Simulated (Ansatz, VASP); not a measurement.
Ag3SnSe in VASP and in Ansatz

```
CELL_PARAMETERS angstrom
4.93813 0.00000 0.00000
0.00000 4.93813 0.00000
0.00000 0.00000 4.93813
ATOMIC_POSITIONS crystal
Ag 0.50000 0.00000 0.00000
Ag 0.00000 0.50000 0.00000
Ag 0.00000 0.00000 0.50000
Sn 0.50000 0.50000 0.50000
Se 0.00000 0.00000 0.00000
```

Alike in both runs: task single point; functional PBE; k mesh 4 × 4 × 4; occupations gaussian, width 0.1 eV; no spin polarisation.

|  | VASP | Ansatz |
| --- | --- | --- |
| version | VASP 6.6.1 | Ansatz 0.2.0 |
| potentials or method | VASP PAW PBE potentials, release 64 (Ag, Sn_d, Se) | scalar-relativistic, plane waves, PAW |
| plane-wave cutoff (eV) | 520 | 420 |
| valence electrons in the cell | 53 | 87 |

|  | VASP | Ansatz | Ansatz less VASP |
| --- | --- | --- | --- |
| gap on the k mesh at the Fermi level (eV) | none | none | - |
| pressure (GPa) | 4.4 | 4.4 | -0.01 |

A gap of «none» marks a metal or a gap that the smearing closes. The two sets of potentials don't hold the same shells in valence.
